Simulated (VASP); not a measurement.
```yaml
crystal:
  lattice:
    - [1.56702, -2.71417, 0.00000]
    - [1.56702, 2.71417, 0.00000]
    - [0.00000, 0.00000, 3.49393]
  atoms:
    - { symbol: Zr, position: [0.00000, 0.00000, 0.00000] }
    - { symbol: B, position: [0.33333, 0.66667, 0.50000] }
    - { symbol: B, position: [0.66667, 0.33333, 0.50000] }
```

Computed with LDA (Ceperley-Alder, Perdew-Zunger), VASP's LDA PAW potentials (set 64) (plane waves; VASP). Numerical set-up: 520 eV cut-off, 13×13×10 Γ-centred mesh, tetrahedra with Blöchl corrections, potentials Zr_sv B.

Problem. Predict the energy per atom (σ→0), band gap (on the k-mesh) with the smallest direct gap where there is one.

Solution. 
```json
{
 "band gap (on the k-mesh)": "none (metal, semimetal or under 0.01 eV)",
 "energy per atom (σ→0)": "-883.8 kJ/mol of atoms"
}
```

The absolute energy has meaning only against runs of the same code, potentials and settings.

The compound is ZrB2 in the AlB2 type structure. It was relaxed first.
